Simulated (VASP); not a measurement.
```
CELL_PARAMETERS angstrom
      1.63288    -2.82823     0.00000
      1.63288     2.82823     0.00000
      0.00000     0.00000    16.54127
ATOMIC_POSITIONS crystal
  Mo 0.33333 0.66667 0.25000
  Mo 0.66667 0.33333 0.75000
  S  0.33333 0.66667 0.84628
  S  0.66667 0.33333 0.34628
  S  0.66667 0.33333 0.15372
  S  0.33333 0.66667 0.65372
```

Calculation: revPBE GGA, VASP's PBE PAW potentials (set 64) (plane waves; VASP). Run with 520 eV cut-off, 8×8×2 Γ-centred mesh, Gaussian smearing of 0.050 eV, potentials Mo_sv S.

Without a dispersion term in the relaxation, distances and binding between the weakly bound layers, chains or molecules are unreliable, and so is what depends on them.

The ions and cell shape at fixed volume are relaxed. Give the cell that the relaxation ends in.

```
CELL_PARAMETERS angstrom
      1.60143    -2.77375     0.00000
      1.60143     2.77375     0.00000
      0.00000     0.00000    17.19741
ATOMIC_POSITIONS crystal
  Mo 0.33333 0.66667 0.25000
  Mo 0.66667 0.33333 0.75000
  S  0.33333 0.66667 0.84086
  S  0.66667 0.33333 0.34086
  S  0.66667 0.33333 0.15914
  S  0.33333 0.66667 0.65914
```
Space group P6_3/mmc (194), at a tolerance of 0.03 Å.

How much energy does the relaxation gain?

The energy (σ→0) changes by -25.2 meV/atom, in 8 ionic steps.

The compound is MoS2 in the 2H layered structure. This cell is one point of a volume scan, at 1.06 of the reference volume. Symmetry was kept, so distortions that lower it aren't found.
